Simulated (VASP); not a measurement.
Given:

```yaml
crystal:
  lattice:
    - [0.00000, 3.22650, 3.22650]
    - [3.22650, 0.00000, 3.22650]
    - [3.22650, 3.22650, 0.00000]
  atoms:
    - { symbol: Sc, position: [0.00000, 0.00000, 0.00000] }
    - { symbol: Te, position: [0.25000, 0.25000, 0.25000] }
```

Method: PBEsol GGA, VASP's PBE PAW potentials (set 64) (plane waves; VASP). Run with 400 eV cut-off, 11×11×11 Γ-centred mesh, tetrahedra with Blöchl corrections, potentials Sc_sv Te.

Unless said otherwise, spin-orbit coupling is left out, though it shifts the bands of the heavy elements here.

Predict the energy per atom (σ→0), band gap (on the k-mesh) with the smallest direct gap where there is one.

The band gap (on the k-mesh) is none (metal, semimetal or under 0.01 eV). The energy per atom (σ→0) is -5.801 eV/atom.

Total energies compare only between runs with the same potentials, cut-off and functional.

The structure was generated: ScTe was put into the zinc blende type (F-43m), which need not be its known phase. It was relaxed first, which changed the volume by -25 %. The electron count is odd and the run is not spin-polarised, which forces a metal.
